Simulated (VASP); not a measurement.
Input:

```yaml
crystal:
  lattice:
    - [5.13572, 0.00000, 0.00000]
    - [0.00000, 5.13572, 0.00000]
    - [0.00000, 0.00000, 19.53065]
  atoms:
    - { symbol: Cu, position: [0.24679, 0.24679, 0.36424] }
    - { symbol: Cu, position: [0.75321, 0.24679, 0.36424] }
    - { symbol: Cu, position: [0.24679, 0.75321, 0.36424] }
    - { symbol: Cu, position: [0.75321, 0.75321, 0.36424] }
    - { symbol: Cu, position: [0.00000, 0.00000, 0.45707] }
    - { symbol: Cu, position: [0.50000, 0.00000, 0.45440] }
    - { symbol: Cu, position: [0.00000, 0.50000, 0.45440] }
    - { symbol: Cu, position: [0.50000, 0.50000, 0.45280] }
    - { symbol: Cu, position: [0.25741, 0.25741, 0.54733] }
    - { symbol: Cu, position: [0.74259, 0.25741, 0.54733] }
    - { symbol: Cu, position: [0.25741, 0.74259, 0.54733] }
    - { symbol: Cu, position: [0.74259, 0.74259, 0.54733] }
    - { symbol: Cu, position: [0.00000, 0.00000, 0.62417] }
    - { symbol: Cu, position: [0.50000, 0.00000, 0.65026] }
    - { symbol: Cu, position: [0.00000, 0.50000, 0.65026] }
    - { symbol: Cu, position: [0.50000, 0.50000, 0.64216] }
    - { symbol: Si, position: [0.00000, 0.00000, 0.73285] }
```

Computed with PBE GGA, VASP's PBE PAW potentials (set 64) (plane waves; VASP). Numerical set-up: PREC = Normal, 400 eV cut-off, 5×5×1 Γ-centred mesh, first-order Methfessel-Paxton smearing of 0.10 eV, potentials Cu Si.

Q: What does the run give for the energy per atom (σ→0), band gap (on the k-mesh) with the smallest direct gap where there is one?

A: 
```
Quantity                                                     Value
------------------------  ----------------------------------------
band gap (on the k-mesh)  none (metal, semimetal or under 0.01 eV)
energy per atom (σ→0)                               -3.461 eV/atom
```

Only differences to runs with the same potentials and settings are physical.

The cell is a thin slab with vacuum, built from Cu (fcc): (100) face, Si adsorbed.
